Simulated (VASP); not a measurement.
```
CELL_PARAMETERS angstrom
      0.00000     2.97791     2.97791
      2.97791     0.00000     2.97791
      2.97791     2.97791     0.00000
ATOMIC_POSITIONS crystal
  Pt 0.00000 0.00000 0.00000
  Br 0.25000 0.25000 0.25000
  Br 0.75000 0.75000 0.75000
```

Computed with PBE GGA, VASP's PBE PAW potentials (set 64) (plane waves; VASP). Numerical set-up: 400 eV cut-off, 5×5×5 Γ-centred mesh, Gaussian smearing of 0.050 eV, potentials Pt Br.

Question: Give the stress tensor in GPa (positive for a compressed cell).

Answer: 
```
43.25   0.00   0.00
 0.00  43.25   0.00
 0.00   0.00  43.25
```
The pressure is its mean diagonal, 43.25 GPa.

The structure was generated: PtBr2 was put into the fluorite type (Fm-3m), which need not be its known phase. The cell was not relaxed at this level. The k-mesh is coarse (spacing up to 0.37 per Å, 2π included), so the numbers may not be converged in it.
